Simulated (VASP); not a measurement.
Here is the system:

```xyz
2
Lattice="0.0000 1.7422 1.7422 1.7422 0.0000 1.7422 1.7422 1.7422 0.0000" Properties=species:S:1:pos:R:3 pbc="T T T"
B      0.0000     0.0000     0.0000
N      1.7422     1.7422     1.7422
```

Level of theory: PBEsol GGA, VASP's PBE PAW potentials (set 64) (plane waves; VASP 6.6.1). Numerical set-up: 520 eV cut-off, 14×14×14 Γ-centred mesh, tetrahedra with Blöchl corrections, potentials B N.

**Question.** Predict the energy per atom (σ→0).

**Answer.** 
```json
{
  "energy per atom (σ→0)": "-7.492 eV/atom"
}
```

Total energies compare only between runs with the same potentials, cut-off and functional.

The structure was generated: BN was put into the rock salt type (Fm-3m), which need not be its known phase. It was relaxed first, which changed the volume by +13 %.
